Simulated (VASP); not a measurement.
# Be2B3: relaxation of cell and atoms with PBE

The system is Be2B3.

```
Be B
1.0
     3.53975    0.00000    0.00000
    -1.76987    3.06551    0.00000
     0.00000    0.00000    3.49803
Be B
2 3
Direct
  0.66667 0.33333 0.50000
  0.33333 0.66667 0.00000
  0.00000 0.00000 0.74984
  0.00000 0.00000 0.25016
  0.66667 0.33333 0.00000
```

The cell was built by a generator and needn't be a form met in nature.

The cell isn't the ideal one: species swapped into the Fe3Ge2 type (P-6m2, No. 187).

| Property | Result |
| --- | --- |
| Program | VASP 6.6.1 |
| Task | relaxation of cell and atoms |
| Functional | PBE |
| Potentials or basis | VASP PAW PBE potentials, release 64 (Be, B) |
| Cutoff | 600 eV |
| k mesh | 12 × 12 × 10 |
| Occupations | gaussian, width 0.1 eV |
| Spin | no spin polarisation |
| Dipole correction | no |
| Further INCAR settings | ALGO = Normal; EDIFF = 1e-06; IBRION = 2; EDIFFG = -0.01; NSW = 100; ISIF = 3 |

| Quantity | Value |
| --- | --- |
| Relaxed volume | 7.61 Å³/atom |
| Relaxed cell | a = 3.542 Å, b = 3.542 Å, c = 3.500 Å, α = 90.00°, β = 90.00°, γ = 120.00° |
| Space group after relaxing (to 0.05 Å) | P-6m2 (No. 187) |
| Energy gained by relaxing | 0.1 meV/atom |
| Ionic steps | 3 |
| Pressure after relaxing | 0.1 GPa |
| Largest force after relaxing | 0.008 eV/Å |

Forces in eV/Å, atoms in the order of the input:
```
Be   0.000  0.000  0.000
Be   0.000  0.000  0.000
B    0.000  0.000  0.008
B    0.000  0.000 -0.008
B    0.000  0.000  0.000
```

Stress tensor (GPa, compression positive):
```
0.15 0.00 0.00
0.00 0.15 0.00
0.00 0.00 0.04
```

Step by step:
| step | energy change (eV) | largest force (eV/Å) | pressure (GPa) | volume (Å³) |
| --- | --- | --- | --- | --- |
| 1 | 0.0000 | 0.0959 | 0.45 | 37.96 |
| 2 | -0.0002 | 0.0809 | -0.12 | 38.07 |
| 3 | -0.0004 | 0.0082 | 0.11 | 38.03 |

Final structure:
```yaml
crystal:
  lattice:
    - [3.54174, 0.00000, 0.00000]
    - [-1.77087, 3.06723, 0.00000]
    - [0.00000, 0.00000, 3.50035]
  atoms:
    - { symbol: Be, position: [0.66667, 0.33333, 0.50000] }
    - { symbol: Be, position: [0.33333, 0.66667, 0.00000] }
    - { symbol: B, position: [0.00000, 0.00000, 0.74906] }
    - { symbol: B, position: [0.00000, 0.00000, 0.25094] }
    - { symbol: B, position: [0.66667, 0.33333, 0.00000] }
```

Levels at points of the mesh, in eV from the Fermi level:
| k point | band 2 | band 3 | band 4 | band 5 | band 6 | band 7 | band 8 | band 9 | band 10 |
| --- | --- | --- | --- | --- | --- | --- | --- | --- | --- |
| (0.00, 0.00, 0.00) | -6.42 | -5.98 | -4.47 | -4.47 | -1.74 | -1.74 | -1.26 | 4.71 | 4.94 |
| (0.50, 0.00, 0.00) | -11.01 | -7.00 | -5.84 | -4.47 | -2.42 | -0.01 | 3.02 | 4.11 | 4.25 |
| (0.00, 0.00, 0.50) | -11.71 | -2.39 | -2.39 | -1.61 | -0.80 | -0.75 | -0.75 | -0.52 | -0.52 |
| (0.50, 0.00, 0.50) | -9.63 | -9.52 | -7.27 | -5.23 | -2.50 | -1.26 | -0.22 | 6.98 | 7.30 |

It took 33 s on 1 thread of Intel(R) Xeon(R) 6975P-C (Granite Rapids) (shared host), peak memory 0.18 GiB.

Caveat: the bands computed are all filled at some k points, so no gap is given.
